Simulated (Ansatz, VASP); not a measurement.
## SrLi2SnS4 in two plane-wave programs

Wanted: the spread between two codes on one cell, functional and k mesh.

Calculated with Ansatz 0.2.0; plane waves, with VASP 6.6.1 beside it; single point at PBE.

### Step 1. The structure

It takes space group I-42m (No. 121, tetragonal). Conventional cell: a = 6.659 Å, b = 6.659 Å, c = 7.918 Å, α = 90.00°, β = 90.00°, γ = 90.00°. Sn has 4 S at 2.37 Å nearest. Nearest to Sr lie 8 S at 3.08 to 3.25 Å. Nearest to S lie 1 Sn at 2.37 Å and 2 Li at 2.47 Å and 2 Sr at 3.08 to 3.25 Å. Nearest to Li lie 4 S at 2.47 Å. Farther neighbours and most contacts between anions are not listed.

### Step 2. Ansatz: single point, PBE

Ansatz runs on its default PAW (the set named soft_2) files.

With cell and atoms fixed, the geometry can't cause a difference; cores, projectors, grids and the points listed under the comparison can.

File input.yaml:

```yaml
crystal:
  lattice:
    - [-3.3295, 3.3295, 3.959]
    - [3.3295, -3.3295, 3.959]
    - [3.3295, 3.3295, -3.959]
  atoms:
    - { symbol: Sn, position: [0.0, 0.0, 0.0] }
    - { symbol: Sr, position: [0.5, 0.5, 0.0] }
    - { symbol: S, position: [0.37794, 0.96474, 0.0] }
    - { symbol: S, position: [0.62206, 0.62206, 0.5868] }
    - { symbol: S, position: [0.96474, 0.37794, 0.0] }
    - { symbol: S, position: [0.03526, 0.03526, 0.4132] }
    - { symbol: Li, position: [0.75, 0.25, 0.5] }
    - { symbol: Li, position: [0.25, 0.75, 0.5] }
hamiltonian:
  xc: pbe
  pseudopotentials: { kind: paw }
kpoints:
  mp_grid: { grid: [6, 6, 6] }
scf:
  occupations: { method: fermi_dirac, width: 0.05 }
  n_extra_bands: 6
output:
  forces: true
  stress: true
  eigenvalues: true
  write_density: true
  write_potential: true
  elf: true
  volumetric_format: npy
```

Started as:

```
ansatz run input.yaml --threads 4 --pin off --max-ram 9216MiB --backend cpu --events-out ev --progress --plain --runs-dir out
```

Numbers of over 12 decimals in the logs are rounded to 6 here.

What it wrote:

```text
scf.n_extra_bands = 6 over 27 filled bands (N_el = 54.0): the run solves 33 bands
Engine: ansatz 0.2.0, aarch64-unknown-linux-gnu
Pseudopotentials: kind: paw
Pseudopotential: Sn, paw, valence charge 14, recommended cutoff 420 eV (normal), Sn.paw.azcp
Pseudopotential: Sr, paw, valence charge 10, recommended cutoff 420 eV (normal), Sr.paw.azcp
Pseudopotential: S, paw, valence charge 6, recommended cutoff 420 eV (normal), S.paw.azcp
Pseudopotential: Li, paw, valence charge 3, recommended cutoff 420 eV (normal), Li.paw.azcp
Functional definition: PBE
  parameter kappa = 0.804
  parameter beta = 0.066725
  exchange = pbe_x(kappa = kappa, mu = beta*pi^2/3)
  correlation = pbe_c(beta = beta)
Crystal: 8 atoms, lattice volume = 175.551 Å³
Basis set: ecut = 420 eV, 3445 PW (Γ), exchange–correlation on 90×90×90 points (8 copies of the dense FFT grid, shifted against one another)
Bands: 33, of which v1, the nominal top of the filled ones, is band 27 counted from 1 (26 counted from 0)
Symmetry: 8 space group operations
Space group: I-42m (ITA 121), of the structure as read, at distance tolerance 5.6e-5 Å
k-points: 30 of 216 (time reversal used)
Non-local potential: Sn, projectors of the file, l = 0: 2, l = 1: 2, l = 2: 2, l = 3: 2
Non-local potential: Sr, projectors of the file, l = 0: 3, l = 1: 2, l = 2: 2
Non-local potential: S, projectors of the file, l = 0: 2, l = 1: 2, l = 2: 2
Non-local potential: Li, projectors of the file, l = 0: 3, l = 1: 2, l = 2: 1
PAW form: soft (Blöchl's): semilocal exchange-correlation on the pseudo side does not see the compensation charge
PAW one-centre angular grid: Sn, 590 points (default); XC on 64 Gauss nodes
PAW one-centre angular grid: Sr, 110 points (default); XC on 64 Gauss nodes
PAW one-centre angular grid: S, 110 points (default); XC on 64 Gauss nodes
PAW one-centre angular grid: Li, 110 points (default); XC on 64 Gauss nodes
Initial density: superposition of atomic densities (neutral atoms: chi_scale 0, normalization atom), corrected by the library's trained network
Initial wavefunctions: pseudopotential atomic-orbital guess
Functional: x = pbe(κ = 0.804, μ = 0.219515), c = pbe(β = 0.066725)
SCF iter   1: F=—  HF=-13595.929724 eV  |F-HF|=—  |Δ(HF+E_count)|=         —  Δρ=8.92e-4  dr2=1.34e-3  ethr=1.77e-3  ⟨swp⟩=9.2  Hψ=5503  notcnv=0
preconditioner: auto → Resta (q_TF=auto, 2.242 Å⁻¹)  ε∞=3.5  [insulator: Δε(μ)=2.669 eV  Ē_g=10.822 eV  σ=0.050 eV  W_gap=1.00  n_scr=26 (ndim 8)  ℏωp=17.3 eV  f_vac=0.016  D(μ)=0.00/eV (n_scr^D=0)  ε∞_Penn≈3.5]
SCF iter   2: F=—  HF=-13595.930573 eV  |F-HF|=—  |Δ(HF+E_count)|=   8.49e-4  Δρ=4.72e-4  dr2=2.99e-4  ethr=2.49e-6  ⟨swp⟩=3.4  Hψ=2553  notcnv=0  defer=5
SCF iter   3: F=—  HF=-13595.930759 eV  |F-HF|=—  |Δ(HF+E_count)|=   1.87e-4  Δρ=2.91e-4  dr2=1.03e-4  ethr=5.54e-7  ⟨swp⟩=2.4  Hψ=1546  notcnv=0  defer=5
SCF iter   4: F=—  HF=-13595.931016 eV  |F-HF|=—  |Δ(HF+E_count)|=   2.57e-4  Δρ=6.65e-5  dr2=8.15e-6  ethr=1.91e-7  ⟨swp⟩=2.0  Hψ=1665  notcnv=0  defer=5
SCF iter   5: F=—  HF=-13595.931085 eV  |F-HF|=—  |Δ(HF+E_count)|=   6.90e-5  Δρ=2.46e-5  dr2=1.51e-6  ethr=1.51e-8  ⟨swp⟩=2.0  Hψ=1588  notcnv=0  defer=5
SCF iter   6: F=—  HF=-13595.931085 eV  |F-HF|=—  |Δ(HF+E_count)|=   1.06e-7  Δρ=1.04e-5  dr2=2.32e-7  ethr=2.80e-9  ⟨swp⟩=2.0  Hψ=1602  notcnv=0  defer=5
SCF iter   7: F=-13595.931085 eV  HF=-13595.931085 eV  |F-HF|=1.43e-8  |Δ(HF+E_count)|=   4.80e-8  Δρ=2.59e-6  dr2=1.88e-8  ethr=1.85e-10  ⟨swp⟩=15.5  Hψ=8617  notcnv=0
SCF 1 converged in 7 iterations: F = -13595.931085 eV  dr2 = 1.88e-8
  greatest PAW one-centre occupation: 1.000 electrons in one spin orbital (limit 2), on the Li atom at site 7 (counted from 0), in its partial waves of l = 0
SCF converged after 7 iterations
Free energy (F): -13595.931085 eV
Harris-Foulkes:  -13595.931085 eV  (|F-HF|=1.43e-8)
Internal energy: -13595.931085 eV  (E = F + TS)
E sigma→0 (E₀):  -13595.931085 eV
Fermi energy:    6.376867 eV
--- Per-component energies (eV) ---
  E_band       = -421.800475
  E_kinetic    = 907.309251
  E_local      = -2750.249148  (includes V_loc(G=0)·N_el)
  E_nonlocal   = 218.750038
  E_hartree    = 1145.237532
  E_xc         = -967.605772
  E_vxc        = -638.252702  (∫ρ·V_xc dr)
  E_paw        = -9279.958082  (= ΣΔE_a)
  E_vpaw       = -449.829435  (= ΣTr[D̂ρ^β])
  E_aug_tail   = 0.000042  (compensation charges beyond the density's cutoff)
  E_ewald      = -2869.414945
  E_smearing   = -0.000000  (= −TS)
  E_closure    = 0.000000  (closes the sum)
  Σ components = -13595.931085   (vs F -13595.931085, Δ=0.00e0)
--- Forces (eV/Å), atoms counted from 1 ---
  atom   1  Sn     0.00000000     0.00000000     0.00000000
  atom   2  Sr    -0.00000000     0.00000000     0.00000000
  atom   3  S     -0.28027009     0.28027009     0.28943390
  atom   4  S     -0.28027009    -0.28027009    -0.28943390
  atom   5  S      0.28027009    -0.28027009     0.28943390
  atom   6  S      0.28027009     0.28027009    -0.28943390
  atom   7  Li     0.00000000     0.00000000     0.00000000
  atom   8  Li     0.00000000     0.00000000     0.00000000
  max |Σ_I F_I| component: 5.38e-17 eV/Å
--- Stress (GPa, compression-positive) ---
        2.257870       0.000000      -0.000000
        0.000000       2.257870      -0.000000
        0.000000      -0.000000       2.521248
  P = ⅓ Tr σ = 2.3457 GPa (23.457 kbar)
--- Band table (eV; the first three rows and the last of 30) ---
  k-point 0: bands = [... 23 lower, 4.0762, 4.5914, 4.6735, 4.6735, 7.7472, 8.9843, 9.7273, 10.1199, ... 2 higher]
  k-point 1: bands = [... 23 lower, 4.2522, 4.3495, 4.5216, 4.5455, 7.9932, 8.9410, 9.3547, 10.0382, ... 2 higher]
  k-point 2: bands = [... 23 lower, 4.0453, 4.1591, 4.3100, 4.5461, 8.0940, 9.0921, 9.4290, 9.7117, ... 2 higher]
  k-point 29: bands = [... 23 lower, 3.3064, 4.5728, 4.5728, 5.0506, 7.7231, 9.2158, 9.2158, 9.5539, ... 2 higher]
```

The job ended after 4.7 s (4 threads of Arm Neoverse V2, shared host; peak memory 0.56 GiB).

Reading the cycles: dr2 is the Hartree energy of the density residual (eV), the measure of convergence; HF is the Harris–Foulkes estimate of the energy, which meets the free energy F at convergence.

The run ends at a pressure of 2.35 GPa, with forces up to 0.49 eV/Å.

### Step 3. VASP: single point, PBE

The same cell, functional, mesh and smearing now go to VASP, with its own data sets and cutoff.

Lines of VASP's logs that name or quote its potential files are left out, and so is its time.

File INCAR:

```
SYSTEM = SrLi2SnS4
PREC = Accurate
ENCUT = 650
EDIFF = 1E-06
NELM = 100
ISMEAR = -1
SIGMA = 0.05
LREAL = .FALSE.
ALGO = Normal
GGA = PE
NBANDS = 35
LORBIT = 11
LWAVE = .FALSE.
LCHARG = .TRUE.
ISIF = 2
LELF = .TRUE.
LVHAR = .TRUE.
```

File POSCAR:

```
SrLi2SnS4
1.0
   -3.3295000000      3.3295000000      3.9590000000
    3.3295000000     -3.3295000000      3.9590000000
    3.3295000000      3.3295000000     -3.9590000000
Sn Sr S Li
1 1 4 2
Direct
    0.0000000000      0.0000000000      0.0000000000
    0.5000000000      0.5000000000      0.0000000000
    0.3779400000      0.9647400000      0.0000000000
    0.6220600000      0.6220600000      0.5868000000
    0.9647400000      0.3779400000      0.0000000000
    0.0352600000      0.0352600000      0.4132000000
    0.7500000000      0.2500000000      0.5000000000
    0.2500000000      0.7500000000      0.5000000000
```

File KPOINTS:

```
Automatic mesh
0
Gamma
6 6 6
0 0 0
```

PAW data sets: Sn_d, Sr_sv, S and Li_sv (PBE family, release 64).

Started as:

```
mpirun -np 4 vasp_std
```

What it wrote:

```text
[banner, memory and clock lines left out]
running    4 mpi-ranks, on    1 nodes
 distrk:  each k-point on    4 cores,    1 groups
 distr:  one band on    1 cores,    4 groups

 POSCAR found type information on POSCAR SnSrS Li
 POSCAR found :  4 types and       8 ions
 LDA part: xc-table for (Slater+PW92), standard interpolation
|                                                                             |
|           W    W    AA    RRRRR   N    N  II  N    N   GGGG   !!!           |
|           W    W   A  A   R    R  NN   N  II  NN   N  G    G  !!!           |
|           W    W  A    A  R    R  N N  N  II  N N  N  G       !!!           |
|           W WW W  AAAAAA  RRRRR   N  N N  II  N  N N  G  GGG   !            |
|           WW  WW  A    A  R   R   N   NN  II  N   NN  G    G                |
|           W    W  A    A  R    R  N    N  II  N    N   GGGG   !!!           |
|                                                                             |
|     The number of bands has been changed from the values supplied in        |
|     The orbitals not found in the WAVECAR file will be initialized with     |
|     random numbers, which is usually adequate. For correlated               |
|     calculations, however, you should redo the groundstate calculation.     |
|     I found NBANDS = 35. Now, NBANDS = 36.                                  |
|                                                                             |

 POSCAR, INCAR and KPOINTS ok, starting setup
 FFT: planning ... GRIDC
 FFT: planning ... GRID_SOFT
 FFT: planning ... GRID
 WAVECAR not read
 entering main loop
       N       E                     dE             d eps       ncg     rms          rms(c)
DAV:   1     0.527761880347E+03    0.52776E+03   -0.26845E+04  2160   0.182E+03
DAV:   2     0.467610687753E+02   -0.48100E+03   -0.45978E+03  2272   0.451E+02
DAV:   3    -0.278495605617E+02   -0.74611E+02   -0.73020E+02  2552   0.153E+02
DAV:   4    -0.366226898467E+02   -0.87731E+01   -0.87364E+01  3760   0.419E+01
DAV:   5    -0.372311491937E+02   -0.60846E+00   -0.60739E+00  3392   0.100E+01    0.162E+01
DAV:   6    -0.356748334258E+02    0.15563E+01   -0.35087E+00  3424   0.136E+01    0.114E+01
DAV:   7    -0.356017626034E+02    0.73071E-01   -0.11609E+00  3192   0.489E+00    0.455E+00
DAV:   8    -0.356085515339E+02   -0.67889E-02   -0.17104E-01  3136   0.265E+00    0.562E-01
DAV:   9    -0.356105615657E+02   -0.20100E-02   -0.12221E-02  3120   0.819E-01    0.219E-01
DAV:  10    -0.356119012336E+02   -0.13397E-02   -0.17668E-03  2784   0.198E-01    0.102E-01
DAV:  11    -0.356124113791E+02   -0.51015E-03   -0.56063E-04  2856   0.115E-01    0.278E-02
DAV:  12    -0.356124369244E+02   -0.25545E-04   -0.52683E-05  3312   0.297E-02    0.122E-02
DAV:  13    -0.356124505371E+02   -0.13613E-04   -0.20365E-05  2400   0.224E-02    0.533E-03
DAV:  14    -0.356124504016E+02    0.13546E-06   -0.13673E-06  2288   0.515E-03
   1 F= -.35612450E+02 E0= -.35612450E+02  d E =-.310500E-11
```

OUTCAR, selected parts (step 3):

```text
ion  position               nearest neighbor table
   1  0.000  0.000  0.000-   4 2.37   6 2.37   5 2.37   3 2.37   2 3.96   2 3.96
   2  0.500  0.500  0.000-   4 3.08   3 3.08   5 3.08   6 3.08   6 3.25   4 3.25   3 3.25   5 3.25
                             1 3.96   1 3.96
   3  0.378  0.965  0.000-   1 2.37   8 2.47   7 2.47   2 3.08   2 3.25
   4  0.622  0.622  0.587-   1 2.37   7 2.47   8 2.47   2 3.08   2 3.25
   5  0.965  0.378  0.000-   1 2.37   7 2.47   8 2.47   2 3.08   2 3.25
   6  0.035  0.035  0.413-   1 2.37   7 2.47   8 2.47   2 3.08   2 3.25
   7  0.750  0.250  0.500-   5 2.47   6 2.47   4 2.47   3 2.47
   8  0.250  0.750  0.500-   3 2.47   6 2.47   4 2.47   5 2.47

  LATTYP: Found a body centered tetragonal cell.
 ALAT       =     6.6590000000
 C/A-ratio  =     1.1890674275

 Subroutine GETGRP returns: Found  8 space group operations
 (whereof  8 operations were pure point group operations)

The static configuration has the point symmetry D_2d.

 Found     30 irreducible k-points:

   k-points           NKPTS =     30   k-points in BZ     NKDIM =     30   number of bands    NBANDS=     36

   dimension x,y,z NGX =    54 NGY =   54 NGZ =   54
   dimension x,y,z NGXF=   108 NGYF=  108 NGZF=  108

   ENCUT  =  650.0 eV  47.77 Ry    6.91 a.u.  12.79 12.79 12.79*2*pi/ulx,y,z

   NELECT =      54.0000    total number of electrons

 k-points in reciprocal lattice and weights: Automatic mesh
   0.00000000  0.00000000  0.00000000       0.005
   0.16666667  0.00000000 -0.00000000       0.037
   0.33333333  0.00000000 -0.00000000       0.037
   0.50000000  0.00000000  0.00000000       0.019
   0.16666667  0.16666667 -0.00000000       0.037
   0.33333333  0.16666667 -0.00000000       0.074
   0.50000000  0.16666667 -0.00000000       0.074
  -0.33333333  0.16666667  0.00000000       0.074
  -0.16666667  0.16666667  0.00000000       0.019
[...]
-0.33333333 -0.33333333  0.33333333       0.009
   0.50000000  0.50000000  0.50000000       0.005

 average (electrostatic) potential at core
       1-103.5391       2 -37.2370       3 -87.1477       4 -87.1477       5 -87.1477
       6 -87.1477       7 -60.7696       8 -60.7696

 E-fermi :   4.0123

 k-point     1 :       0.0000    0.0000    0.0000
  band No.  band energies     occupation
    ...
     23       1.9020      2.00000
     24       1.9131      2.00000
     25       2.4272      2.00000
     26       2.5129      2.00000
     27       2.5129      2.00000
     28       5.5955      0.00000
     29       6.8149      0.00000
     30       7.5705      0.00000
     31       7.9597      0.00000
     32       8.2977      0.00000
    ...

 k-point     2 :       0.1667    0.0000   -0.0000
  band No.  band energies     occupation
    ...
     23       1.8007      2.00000
     24       2.0394      2.00000
     25       2.1252      2.00000
     26       2.4528      2.00000
     27       2.4731      2.00000
     28       5.8164      0.00000
     29       6.8729      0.00000
     30       7.3840      0.00000
     31       7.7622      0.00000
     32       8.2966      0.00000
    ...

 k-point     3 :       0.3333    0.0000   -0.0000
  band No.  band energies     occupation
    ...
     23       1.5770      2.00000
     24       1.6506      2.00000
     25       2.1789      2.00000
     26       2.3381      2.00000
     27       2.4347      2.00000
     28       5.8468      0.00000
     29       6.9802      0.00000
     30       7.4756      0.00000
     31       7.7610      0.00000
     32       8.0408      0.00000
    ...

  Total        2.3985551      2.3985551      2.6848678      0.0000000      0.0000000      0.0000000
  in kB       21.8905542     21.8905542     24.5036036      0.0000000      0.0000000      0.0000000
  external PRESSURE =      22.7615707 kB  Pullay stress =       0.0000000 kB

  energy-cutoff  :      650.00
  volume of cell :      175.55
      direct lattice vectors                 reciprocal lattice vectors
    -3.329500000  3.329500000  3.959000000     0.000000000  0.150172699  0.126294519
     3.329500000 -3.329500000  3.959000000     0.150172699  0.000000000  0.126294519
     3.329500000  3.329500000 -3.959000000     0.150172699  0.150172699  0.000000000

 POSITION                                       TOTAL-FORCE (eV/Angst)
 -----------------------------------------------------------------------------------
      0.00000      0.00000      0.00000         0.000000     -0.000000      0.000000
      0.00000      0.00000      3.95900         0.000000     -0.000000      0.000000
      1.95375     -1.95375      5.31567        -0.261117      0.261117      0.273377
      1.95375      1.95375      2.60233        -0.261117     -0.261117     -0.273377
     -1.95375      1.95375      5.31567         0.261117     -0.261117      0.273377
      1.37575      1.37575     -1.35667         0.261117      0.261117     -0.273377
     -0.00000      3.32950      1.97950         0.000000     -0.000000      0.000000
      3.32950     -0.00000      1.97950         0.000000     -0.000000      0.000000
 -----------------------------------------------------------------------------------
    total drift:                               -0.000001     -0.000001     -0.000001

  FREE ENERGIE OF THE ION-ELECTRON SYSTEM (eV)
  ---------------------------------------------------
  free  energy   TOTEN  =       -35.6124504016 eV

  energy  without entropy=      -35.6124504016  energy(sigma->0) =      -35.61245040

 total charge
# of ion       s       p       d       tot
------------------------------------------
    1        1.062   1.200  10.150  12.412
    2        2.001   5.771   0.170   7.942
    3        1.331   2.434   0.000   3.765
    4        1.331   2.434   0.000   3.765
    5        1.331   2.434   0.000   3.765
    6        1.331   2.434   0.000   3.765
    7        2.017   0.050   0.000   2.067
    8        2.017   0.050   0.000   2.067
--------------------------------------------------
tot         12.423  16.807  10.320  39.550

[... 3 further parts left out ...]
```

At this level the cell is under a pressure of 2.3 GPa, so at these settings it is away from equilibrium.

### Step 4. Comparison

Known differences besides the potentials themselves: the cutoff is 420 eV in Ansatz and 650 eV in VASP; VASP leaves aspherical gradient terms in its spheres out (LASPH is not set), Ansatz keeps them. Total energies have different zeros and are not compared.

The two programs side by side:

```csv
quantity,Ansatz,VASP,difference
pressure (GPa),2.35,2.28,+0.07
gap on the k mesh (eV),2.673,2.674,-0.001
```

Forces (eV/Å; atoms numbered as in POSCAR):

| atom | Ansatz x, y, z | VASP x, y, z |
| --- | --- | --- |
| Sn1 | 0.000, 0.000, 0.000 | 0.000, 0.000, 0.000 |
| Sr2 | 0.000, 0.000, 0.000 | 0.000, 0.000, 0.000 |
| S3 | -0.280, 0.280, 0.289 | -0.261, 0.261, 0.273 |
| S4 | -0.280, -0.280, -0.289 | -0.261, -0.261, -0.273 |
| S5 | 0.280, -0.280, 0.289 | 0.261, -0.261, 0.273 |
| S6 | 0.280, 0.280, -0.289 | 0.261, 0.261, -0.273 |
| Li7 | 0.000, 0.000, 0.000 | 0.000, 0.000, 0.000 |
| Li8 | 0.000, 0.000, 0.000 | 0.000, 0.000, 0.000 |

The forces differ by 13 meV/Å r.m.s., which is 6.9 % of the r.m.s. force of 0.19 eV/Å (both taken over all components). A gap on the mesh is an upper bound, since the band edges may lie between its points. Ansatz's pressure holds a Pulay correction of 0.02 GPa; VASP's holds none.

### Step 5. Other set-ups

Further runs change the set-up of one program: Ansatz's method, potentials or start, or VASP's data sets, cutoff or form of LDA. The table gives Ansatz less VASP for each quantity, since a change that brings one quantity closer may part another.

```
                                        run  r.m.s. force difference (meV/Å)  pressure (GPa)  gap on the k mesh (eV)
                                   as above                               13           0.070                 -0.0011
    Ansatz's larger PAW set (cutoff 780 eV)                               12           0.065                  7.5e-4
norm-conserving potentials (cutoff 1034 eV)                               11           0.042                 -0.0017
```

### Step 6. Summary of results

```
r.m.s. force difference (single point, PBE) : 13 meV/Å
```

**Reading.** The r.m.s. force difference is 13 meV/Å (single point, PBE), beyond the 12 meV/Å picked in this series as the mark of a large difference. Single point, PBE, Ansatz's larger PAW set (cutoff 780 eV): the difference in gap on the k mesh goes from -0.0011 to 7.5e-4 eV. Single point, PBE, norm-conserving potentials (cutoff 1034 eV): the difference in pressure goes from 0.070 to 0.042 GPa; the difference in gap on the k mesh goes from -0.0011 to -0.0017 eV. Such differences can come from data sets, numerical settings and the points named under the comparisons, not from the functional's error against experiment.

[Lines on the potential files, build, host, timing and source positions are cut from VASP's logs without a mark.]

[Logs are printed without paths, hosts, clocks, repeated set-up lines and the standing remarks that a program may print on its own settings, such as how far it seeks lower states.]

[Hosts, paths, dates, database ids (printed as entryN), source tags and the programs' standing remarks are cut or masked in the printed files.]
